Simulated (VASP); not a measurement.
A convergence study with VASP on CoSi2 (fluorite): a few settings are varied, all else stays as given below, so the limit is that of these other settings.

```yaml
crystal:
  lattice:
    - [0.00000, 2.68000, 2.68000]
    - [2.68000, 0.00000, 2.68000]
    - [2.68000, 2.68000, 0.00000]
  atoms:
    - { symbol: Co, position: [0.00000, 0.00000, 0.00000] }
    - { symbol: Si, position: [0.25000, 0.25000, 0.25000] }
    - { symbol: Si, position: [0.75000, 0.75000, 0.75000] }
```

Computed with LDA (Ceperley-Alder, Perdew-Zunger), VASP's LDA PAW potentials (set 64) (plane waves; VASP). The last row used: 550 eV cut-off, 17×17×17 Γ-centred mesh, second-order Methfessel-Paxton smearing of 0.40 eV, potentials Co Si.

```csv
setting,E (eV/atom),pressure (GPa),irreducible k-points
"ISMEAR = -1, SIGMA = 0.01, 5×5×5 mesh",-7.2849,(withheld),10
"ISMEAR = -1, SIGMA = 0.1, 5×5×5 mesh",-7.2857,-8.27,10
"ISMEAR = 0, SIGMA = 0.01, 5×5×5 mesh",-7.2848,-8.33,10
"ISMEAR = 0, SIGMA = 0.1, 5×5×5 mesh",-7.2851,-8.33,10
"ISMEAR = 1, SIGMA = 0.01, 5×5×5 mesh",-7.2848,-8.33,10
"ISMEAR = 1, SIGMA = 0.2, 5×5×5 mesh",-7.2848,-8.31,10
"ISMEAR = 2, SIGMA = 0.05, 5×5×5 mesh",-7.2849,-8.31,10
"ISMEAR = 2, SIGMA = 0.2, 5×5×5 mesh",-7.2847,-8.33,10
"ISMEAR = -1, SIGMA = 0.01, 11×11×11 mesh",-7.2935,-8.80,56
"ISMEAR = -1, SIGMA = 0.2, 11×11×11 mesh",-7.2925,-8.29,56
"ISMEAR = 0, SIGMA = 0.01, 11×11×11 mesh",-7.2935,-8.81,56
"ISMEAR = 0, SIGMA = 0.2, 11×11×11 mesh",-7.2934,-8.71,56
"ISMEAR = 1, SIGMA = 0.01, 11×11×11 mesh",-7.2935,-8.81,56
"ISMEAR = 1, SIGMA = 0.4, 11×11×11 mesh",-7.2937,-8.82,56
"ISMEAR = 2, SIGMA = 0.05, 11×11×11 mesh",-7.2935,-8.80,56
"ISMEAR = 2, SIGMA = 0.4, 11×11×11 mesh",-7.2938,-8.79,56
"ISMEAR = -1, SIGMA = 0.05, 17×17×17 mesh",-7.2927,-8.71,165
"ISMEAR = -1, SIGMA = 0.2, 17×17×17 mesh",-7.2922,-8.29,165
"ISMEAR = 0, SIGMA = 0.05, 17×17×17 mesh",-7.2925,-8.73,165
"ISMEAR = 0, SIGMA = 0.2, 17×17×17 mesh",-7.2927,-8.68,165
"ISMEAR = 1, SIGMA = 0.05, 17×17×17 mesh",-7.2925,-8.74,165
"ISMEAR = 1, SIGMA = 0.4, 17×17×17 mesh",-7.2930,-8.79,165
"ISMEAR = 2, SIGMA = 0.1, 17×17×17 mesh",-7.2925,-8.74,165
"ISMEAR = 2, SIGMA = 0.4, 17×17×17 mesh",-7.2929,-8.75,165
```

Task: Complete the blanks.

Result: 
- ISMEAR = -1, SIGMA = 0.01, 5×5×5 mesh, pressure (GPa): -8.35

Left out are rungs that failed or repeat a setting and relaxations that didn't move; long series are thinned to 24 rows.

The compound is CoSi2 in the fluorite structure. The cell was not relaxed at this level. The run is not spin-polarised, so no magnetic state was tried. The electron count is odd and the run is not spin-polarised, which forces a metal.
